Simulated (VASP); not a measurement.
Output of a VASP run:

### OUTCAR
```
 ion  position               nearest neighbor table
   1  0.000  0.000  0.000-   2 1.90   2 1.90   2 1.90   2 1.90
   2  0.250  0.250  0.250-   1 1.90   1 1.90   1 1.90   1 1.90
  LATTYP: Found a face centered cubic cell.
 ALAT       =     4.3800000000
 Subroutine PRICEL returns:
 Original cell was already a primitive cell.
 Subroutine GETGRP returns: Found 24 space group operations
The static configuration has the point symmetry T_d .
The dynamic configuration has the point symmetry T_d .
 Subroutine INISYM returns: Found 24 space group operations
 Subroutine IBZKPT returns following result:
 Found     35 irreducible k-points:

 Following reciprocal coordinates:
            Coordinates               Weight
  0.000000  0.000000  0.000000      1.000000
  0.111111  0.000000  0.000000      8.000000
  0.222222  0.000000  0.000000      8.000000
  0.333333  0.000000  0.000000      8.000000
  0.444444  0.000000  0.000000      8.000000
  0.111111  0.111111  0.000000      6.000000
  0.222222  0.111111  0.000000     24.000000
  0.333333  0.111111  0.000000     24.000000
  0.444444  0.111111  0.000000     24.000000
 -0.444444  0.111111  0.000000     24.000000
 -0.333333  0.111111  0.000000     24.000000
 -0.222222  0.111111  0.000000     24.000000
 -0.111111  0.111111  0.000000     12.000000
  0.222222  0.222222  0.000000      6.000000
  0.333333  0.222222  0.000000     24.000000
  0.444444  0.222222  0.000000     24.000000
 -0.444444  0.222222  0.000000     24.000000
 -0.333333  0.222222  0.000000     24.000000
 -0.222222  0.222222  0.000000     12.000000
  0.333333  0.333333  0.000000      6.000000
  0.444444  0.333333  0.000000     24.000000
 -0.444444  0.333333  0.000000     24.000000
 -0.333333  0.333333  0.000000     12.000000
  0.444444  0.444444  0.000000      6.000000
 -0.444444  0.444444  0.000000     12.000000
  0.333333  0.222222  0.111111     24.000000
  0.444444  0.222222  0.111111     48.000000
 -0.444444  0.222222  0.111111     48.000000
  0.444444  0.333333  0.111111     24.000000
 -0.444444  0.333333  0.111111     48.000000
 -0.333333  0.333333  0.111111     48.000000
 -0.222222  0.333333  0.111111     24.000000
 -0.444444  0.444444  0.111111     24.000000
 -0.333333  0.444444  0.111111     24.000000
 -0.333333  0.444444  0.222222     24.000000
   k-points           NKPTS =     35   k-points in BZ     NKDIM =     35   number of bands    NBANDS=      8
   number of dos      NEDOS =    301   number of ions     NIONS =      2
   total plane-waves  NPLWV =  13824
   dimension x,y,z NGX =    24 NGY =   24 NGZ =   24
   dimension x,y,z NGXF=    48 NGYF=   48 NGZF=   48
   ions per type =               1   1
   PREC   = accura    normal or accurate (medium, high low for compatibility)
   ISTART =      0    job   : 0-new  1-cont  2-samecut
   ICHARG =      2    charge: 1-file 2-atom 10-const
   ISPIN  =      1    spin polarized calculation?
   LNONCOLLINEAR =      F non collinear calculations
   LSORBIT =      F    spin-orbit coupling
   INIWAV =      1    electr: 0-lowe 1-rand  2-diag
   ENCUT  =  520.0 eV  38.22 Ry    6.18 a.u.   5.76  5.76  5.76*2*pi/ulx,y,z
   NELM   =    100;   NELMIN=  2; NELMDL= -5     # of ELM steps
   EDIFF  = 0.1E-05   stopping-criterion for ELM
   LREAL  =      F    real-space projection
   NLSPLINE    = F    spline interpolate recip. space projectors
   LMAXMIX     =    2 max onsite mixed and CHGCAR
   VOSKOWN=      0    Vosko Wilk Nusair interpolation
   EDIFFG = -.1E-01   stopping-criterion for IOM
   NSW    =     60    number of steps for IOM
   NBLOCK =      1;   KBLOCK =     60    inner block; outer block
   IBRION =      2    ionic relax: 0-MD 1-quasi-New 2-CG
   NFREE  =      1    steps in history (QN), initial steepest desc. (CG)
   ISIF   =      3    stress and relaxation
   ISYM   =      2    0-nonsym 1-usesym 2-fastsym
   TEIN   =    0.0    initial temperature
   TEBEG  =    0.0;   TEEND  =   0.0 temperature during run
...
```

**OSZICAR**
```
       N       E                     dE             d eps       ncg     rms          rms(c)
DAV:   1     0.108641428034E+02    0.10864E+02   -0.41416E+03   560   0.835E+02
DAV:   2    -0.166915052261E+02   -0.27556E+02   -0.26938E+02   760   0.144E+02
DAV:   3    -0.172078362918E+02   -0.51633E+00   -0.51633E+00   632   0.260E+01
DAV:   4    -0.172094237479E+02   -0.15875E-02   -0.15875E-02   872   0.139E+00
DAV:   5    -0.172094259874E+02   -0.22395E-05   -0.22395E-05   624   0.414E-02    0.859E+00
DAV:   6    -0.148596842983E+02    0.23497E+01   -0.13547E+01   600   0.237E+01    0.292E+00
DAV:   7    -0.148506263962E+02    0.90579E-02   -0.10476E-01   584   0.337E+00    0.199E+00
DAV:   8    -0.148447299449E+02    0.58965E-02   -0.18635E-02   648   0.189E+00    0.409E-01
DAV:   9    -0.148444240026E+02    0.30594E-03   -0.82231E-04   744   0.227E-01    0.206E-01
DAV:  10    -0.148445320763E+02   -0.10807E-03   -0.25547E-04   648   0.139E-01    0.311E-02
DAV:  11    -0.148445310286E+02    0.10477E-05   -0.49295E-06   672   0.181E-02    0.140E-02
DAV:  12    -0.148445312055E+02   -0.17691E-06   -0.10073E-06   496   0.981E-03
   1 F= -.14844531E+02 E0= -.14844531E+02  d E =-.148445E+02
       N       E                     dE             d eps       ncg     rms          rms(c)
DAV:   1    -0.148622389156E+02   -0.17708E-01   -0.43241E-01   560   0.603E+00    0.899E-01
DAV:   2    -0.148454078953E+02    0.16831E-01   -0.10212E-01   576   0.215E+00    0.198E-01
DAV:   3    -0.148452545796E+02    0.15332E-03   -0.11676E-03   648   0.375E-01    0.739E-02
DAV:   4    -0.148451444343E+02    0.11015E-03   -0.59065E-05   720   0.704E-02    0.301E-02
DAV:   5    -0.148451300593E+02    0.14375E-04   -0.13146E-05   600   0.321E-02    0.158E-02
DAV:   6    -0.148451296763E+02    0.38299E-06   -0.14290E-07   304   0.400E-03
   2 F= -.14845130E+02 E0= -.14845130E+02  d E =-.598471E-03
       N       E                     dE             d eps       ncg     rms          rms(c)
DAV:   1    -0.148509989580E+02   -0.58689E-02   -0.96028E-02   560   0.287E+00    0.423E-01
DAV:   2    -0.148472920695E+02    0.37069E-02   -0.22098E-02   576   0.100E+00    0.959E-02
DAV:   3    -0.148472569351E+02    0.35134E-04   -0.27618E-04   648   0.182E-01    0.354E-02
DAV:   4    -0.148472339202E+02    0.23015E-04   -0.12633E-05   712   0.327E-02    0.152E-02
DAV:   5    -0.148472315229E+02    0.23973E-05   -0.30246E-06   560   0.157E-02    0.751E-03
DAV:   6    -0.148472316725E+02   -0.14960E-06   -0.33194E-08   304   0.197E-03
   3 F= -.14847232E+02 E0= -.14847232E+02  d E =-.270047E-02
```

### OUTCAR
```
------------------------ aborting loop because EDIFF is reached ----------------------------------------
  FORCE on cell =-STRESS in cart. coord.  units (eV):
  Direction    XX          YY          ZZ          XY          YZ          ZX
  --------------------------------------------------------------------------------------
  Total        0.0005211      0.0005211      0.0005211      0.0000000     -0.0000000      0.0000000
  in kB        0.0391716      0.0391716      0.0391716      0.0000000     -0.0000000      0.0000000
  external PRESSURE =       0.0391716 kB  Pullay stress =       0.0000000 kB
  volume of cell :       21.31
      direct lattice vectors                 reciprocal lattice vectors
    -0.000000000  2.200549317  2.200549317    -0.227215994  0.227215994  0.227215994
     2.200549317  0.000000000  2.200549317     0.227215994 -0.227215994  0.227215994
     2.200549317  2.200549317 -0.000000000     0.227215994  0.227215994 -0.227215994
  FREE ENERGIE OF THE ION-ELECTRON SYSTEM (eV)
  ---------------------------------------------------
  free  energy   TOTEN  =       -14.8472316725 eV

  energy  without entropy=      -14.8472316725  energy(sigma->0) =      -14.84723167

 reached required accuracy - stopping structural energy minimisation
```
(Selected blocks of OUTCAR.)

### POSCAR
```
AlN
1
    0.0000000000     2.1900000000     2.1900000000
    2.1900000000     0.0000000000     2.1900000000
    2.1900000000     2.1900000000     0.0000000000
Al N
1 1
Direct
  0.0000000000   0.0000000000   0.0000000000
  0.2500000000   0.2500000000   0.2500000000
```

**Question.** Write an INCAR and KPOINTS that could have produced this output.

**Answer.** This is not unique; one that fits is the input of the run itself, PBE GGA, plane waves, VASP's PBE PAW potentials (set 64).

INCAR:
```
ALGO=Normal
EDIFF=1E-6
EDIFFG=-0.01
ENCUT=520
GGA=PE
IBRION=2
ISIF=3
ISMEAR=0
LASPH=T
LCHARG=F
LREAL=F
LWAVE=F
NELM=100
NSW=60
PREC=Accurate
SIGMA=0.05
SYSTEM=AlN
```

KPOINTS:
```
Automatic mesh
0
Gamma
9 9 9
0 0 0
```

POTCAR, in this order: Al N (PBE.64 set). Program: vasp_std.

The compound is AlN in the zinc blende structure, a metastable form; wurtzite is the usual one. This run relaxes it. Symmetry was kept, so distortions that lower it aren't found.
